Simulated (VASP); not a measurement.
Computed with r2SCAN meta-GGA, VASP's PBE PAW potentials (set 64) (plane waves; VASP 6.6.1).

A VASP calculation is set up with these files.

### KPOINTS
```
Automatic mesh
0
Gamma
6 6 6
0 0 0
```

**POSCAR**
```
Bi
1
    4.2884131917    -2.2693616878     0.0441611225
    4.2884131917     2.2693616878     0.0441611225
    3.0490893321     0.0000000000     3.7743204003
Bi
2
Direct
  0.2322718691   0.2322718691   0.2322718691
  0.7677281309   0.7677281309   0.7677281309
```

INCAR:
```
# general
SYSTEM  = Bi
PREC    = Accurate
ENCUT   = 400   # plane-wave cut-off (eV)
LREAL   = .False.
LASPH   = .True.   # aspherical one-centre terms

# electronic loop
EDIFF   = 1E-6   # SCF stop (eV)
NELM    = 100
ALGO    = Normal   # blocked Davidson
LMAXMIX = 4   # l cut-off of mixed one-centre charges
LMIXTAU = .True.

# smearing
ISMEAR  = 0   # Gaussian
SIGMA   = 0.05

# functional
METAGGA = R2SCAN

# ions
IBRION  = 2   # conjugate gradients
NSW     = 60   # most ionic steps
ISIF    = 3   # ions, shape and volume
EDIFFG  = -0.01   # ionic stop

# output
LWAVE   = .False.
LCHARG  = .False.
```

POTCAR, in this order: Bi_d (PBE.64 set). Program: vasp_std.

Question: What will the output report for the number of irreducible k-points (NKPTS), largest plane-wave count, number of space-group operations, FFT grid (NGX, NGY, NGZ)?

Answer: 
```json
{
  "number of irreducible k-points (NKPTS)": "32",
  "largest_plane_wave_count": "1358",
  "number_of_space_group_operations": "12",
  "FFT grid (NGX, NGY, NGZ)": "32 × 32 × 32"
}
```

The compound is Bi in the a7 structure. This run relaxes it. Symmetry was kept, so distortions that lower it aren't found. The start is the result of an earlier pass.
